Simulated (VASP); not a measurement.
Consider the following.

```xyz
3
Lattice="2.0376 -3.5293 0.0000 2.0376 3.5293 0.0000 0.0000 0.0000 5.1355" Properties=species:S:1:pos:R:3 pbc="T T T"
Se     0.5022     0.8698     3.4237
Se     3.0709     0.0000     0.0000
Se     0.5022    -0.8698     1.7118
```

All values below come from PBE GGA with D3 dispersion (Becke-Johnson damping), VASP's PBE PAW potentials (set 64) (plane waves; VASP). Numerical set-up: 520 eV cut-off, Gaussian smearing of 0.050 eV, potentials Se.

Problem. What does the run give for the band gap (along the path) with the smallest direct gap where there is one?

Solution. 
The band gap (along the path) is 0.46 eV and the smallest direct gap (along the path) is 0.53 eV.

The absolute energy has meaning only against runs of the same code, potentials and settings.

The compound is Se in the trig structure. It was relaxed first, which changed the volume by -10 %.
